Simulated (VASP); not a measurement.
A VASP calculation is set up with these files.

### KPOINTS
```
k-points along high-symmetry lines
5
Line-mode
Reciprocal
  0.000000   0.000000   0.000000 ! GAMMA
  0.000000   0.000000   0.500000 ! X

  0.000000   0.000000   0.500000 ! X
  0.250000   0.250000   0.250000 ! P

  0.250000   0.250000   0.250000 ! P
  0.000000   0.500000  -0.000000 ! N

  0.000000   0.500000  -0.000000 ! N
  0.000000   0.000000   0.000000 ! GAMMA

  0.000000   0.000000   0.000000 ! GAMMA
  0.500000   0.500000  -0.500000 ! M

  0.500000   0.500000  -0.500000 ! M
  0.292017   0.707983  -0.292017 ! S

 -0.292017   0.292017   0.292017 ! S_0
  0.000000   0.000000   0.000000 ! GAMMA

  0.000000   0.000000   0.500000 ! X
 -0.084034   0.084034   0.500000 ! R

  0.500000   0.500000  -0.084034 ! G
  0.500000   0.500000  -0.500000 ! M
```

POSCAR:
```
WSi2
1
   -1.6050000000     1.6050000000     3.9150000000
    1.6050000000    -1.6050000000     3.9150000000
    1.6050000000     1.6050000000    -3.9150000000
Si W
2 1
Direct
  0.6650000000   0.6650000000   0.0000000000
  0.3350000000   0.3350000000   0.0000000000
  0.0000000000   0.0000000000   0.0000000000
```

INCAR:
```
SYSTEM = WSi2
PREC = Accurate
ENCUT = 400
EDIFF = 1E-6
NELM = 100
ALGO = Normal
LREAL = .FALSE.
LASPH = .TRUE.
ISMEAR = 1
SIGMA = 0.1
GGA = PE
LMAXMIX = 6
LWAVE = .FALSE.
LCHARG = .FALSE.
ISIF = 2
```

POTCAR, in this order: Si W_sv (PBE.64 set). Program: vasp_std.

The run wrote:

standard output:
```
 POSCAR found type information on POSCAR SiW
 POSCAR found :  2 types and       3 ions
 Reading from existing POTCAR
 Reading from existing POTCAR
 LDA part: xc-table for (Slater+PW92), standard interpolation
 POSCAR, INCAR and KPOINTS ok, starting setup
 WAVECAR not read
 entering main loop
       N       E                     dE             d eps       ncg     rms          rms(c)
DAV:   1     0.107836779416E+03    0.10784E+03   -0.95016E+03  1350   0.124E+03
DAV:   2    -0.209324997479E+02   -0.12877E+03   -0.12660E+03  1539   0.316E+02
DAV:   3    -0.245789047536E+02   -0.36464E+01   -0.35629E+01  1812   0.469E+01
DAV:   4    -0.246039507280E+02   -0.25046E-01   -0.25036E-01  1574   0.456E+00
DAV:   5    -0.246042825580E+02   -0.33183E-03   -0.33181E-03  1812   0.499E-01    0.256E+01
DAV:   6    -0.237090598394E+02    0.89522E+00   -0.53107E+00  1588   0.166E+01    0.878E+00
DAV:   7    -0.236372094176E+02    0.71850E-01   -0.19967E-01  1497   0.293E+00    0.442E+00
DAV:   8    -0.236176721172E+02    0.19537E-01   -0.31455E-02  1595   0.154E+00    0.281E-01
DAV:   9    -0.236175284841E+02    0.14363E-03   -0.12123E-03  1693   0.261E-01    0.152E-01
DAV:  10    -0.236175062002E+02    0.22284E-04   -0.23555E-04  1581   0.152E-01    0.209E-02
DAV:  11    -0.236175001325E+02    0.60677E-05   -0.19340E-05  1707   0.423E-02    0.105E-02
DAV:  12    -0.236174995427E+02    0.58975E-06   -0.10471E-06  1137   0.884E-03
   1 F= -.23617500E+02 E0= -.23617026E+02  d E =-.142024E-02
```

File OUTCAR:
```
------------------------ aborting loop because EDIFF is reached ----------------------------------------
  FORCE on cell =-STRESS in cart. coord.  units (eV):
  Direction    XX          YY          ZZ          XY          YZ          ZX
  --------------------------------------------------------------------------------------
  Total        2.1210075      2.1210075      2.7211875      0.0000000      0.0000000     -0.0000000
  in kB       84.2385635     84.2385635    108.0754899      0.0000000      0.0000000     -0.0000000
  external PRESSURE =      92.1842056 kB  Pullay stress =       0.0000000 kB
  volume of cell :       40.34
      direct lattice vectors                 reciprocal lattice vectors
    -1.605000000  1.605000000  3.915000000     0.000000000  0.311526480  0.127713921
     1.605000000 -1.605000000  3.915000000     0.311526480  0.000000000  0.127713921
     1.605000000  1.605000000 -3.915000000     0.311526480  0.311526480  0.000000000
 POSITION                                       TOTAL-FORCE (eV/Angst)
 -----------------------------------------------------------------------------------
      0.00000      0.00000      5.20695        -0.000000     -0.000000      1.872871
      0.00000      0.00000      2.62305         0.000000      0.000000     -1.872871
      0.00000      0.00000      0.00000         0.000000      0.000000     -0.000000
 -----------------------------------------------------------------------------------
    total drift:                                0.000000      0.000000     -0.000000
  FREE ENERGIE OF THE ION-ELECTRON SYSTEM (eV)
  ---------------------------------------------------
  free  energy   TOTEN  =       -23.6174995427 eV

  energy  without entropy=      -23.6160792997  energy(sigma->0) =      -23.61702613
```
(Selected blocks of OUTCAR.)

**Question.** The run ends quietly. Is anything wrong with it?

**Answer.** The cause: a line-mode KPOINTS file was used for a self-consistent run. The run ends without an error. Against the sound run, the energy per atom (σ→0) rises by 0.395 eV/atom; the pressure rises by 5.28 GPa; the largest force rises by 1.791 eV/Å. To mend it, correct KPOINTS.
File KPOINTS:
```
Automatic mesh
0
Gamma
10 10 10
0 0 0
```
The mended run (PBE GGA, plane waves, VASP's PBE PAW potentials (set 64)) converges, and its OSZICAR ends with
```
   1 F= -.24801803E+02 E0= -.24801686E+02  d E =-.351854E-03
```

The compound is WSi2 in the MoSi2 type structure. The cell was not relaxed at this level.
